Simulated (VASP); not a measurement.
Here is the system:

```xyz
3
Lattice="4.5872 0.0000 0.0000 -2.2936 3.9727 0.0000 0.0000 0.0000 3.2156" Properties=species:S:1:pos:R:3 pbc="T T T"
S      0.0000     0.0000     0.0000
Rb     0.0000     2.6484     1.1408
Rb     2.2936     1.3242     2.0748
```

Method: PBEsol GGA, VASP's PBE PAW potentials (set 64) (plane waves; VASP 6.6.1). Settings: 480 eV cut-off, 6×6×4 Γ-centred mesh, Gaussian smearing of 0.050 eV, potentials S Rb_sv.

Problem. Estimate the energy per atom (σ→0), pressure, band gap (on the k-mesh) with the smallest direct gap where there is one.

Solution. 
| Property | Result |
|---|---|
| band gap (on the k-mesh) | 0.58 eV |
| smallest direct gap (on the k-mesh) | 1.20 eV |
| energy per atom (σ→0) | -2.162 eV/atom |
| pressure | 29.95 GPa |

The structure was generated: Rb2S was put into the CdI2 type (P-3m1), which need not be its known phase. It was relaxed first under an external pressure of 30 GPa. The k-mesh is coarse (spacing up to 0.49 per Å, 2π included), so the numbers may not be converged in it.
